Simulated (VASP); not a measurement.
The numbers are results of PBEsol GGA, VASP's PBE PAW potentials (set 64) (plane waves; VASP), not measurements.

The input files of a VASP run:

File POSCAR:
```
MgS
1.0
  0.0000000000   2.6255790372   2.6255790372
  2.6255790372   0.0000000000   2.6255790372
  2.6255790372   2.6255790372   0.0000000000
Mg S
1 1
Cart
  0.0000000000   0.0000000000   0.0000000000
  1.3127895186   1.3127895186   1.3127895186
```

### INCAR
```
! general
SYSTEM  = MgS
PREC    = Accurate
ENCUT   = 500
LREAL   = F
LASPH   = T

! electronic loop
EDIFF   = 1E-6
NELM    = 100
ALGO    = Normal

! smearing
ISMEAR  = 0
SIGMA   = 0.05

! functional
GGA     = PS

! ions
IBRION  = 2
NSW     = 40
ISIF    = 3
EDIFFG  = -0.02
PSTRESS = 200

! output
LWAVE   = F
LCHARG  = F
```

### KPOINTS
```
Automatic mesh
0
Gamma
  9 9 9
0 0 0
```

POTCAR, in this order: Mg S (PBE.64 set). Program: vasp_std.

Q: What will the output report for the number of irreducible k-points (NKPTS), largest plane-wave count, number of space-group operations, FFT grid (NGX, NGY, NGZ)?

A: 
```json
{
  "number of irreducible k-points (NKPTS)": "35",
  "largest_plane_wave_count": "941",
  "number_of_space_group_operations": "24",
  "FFT grid (NGX, NGY, NGZ)": "28 × 28 × 28"
}
```

The structure was generated: MgS was put into the zinc blende type (F-43m), which need not be its known phase. It was relaxed first under an external pressure of 20 GPa.
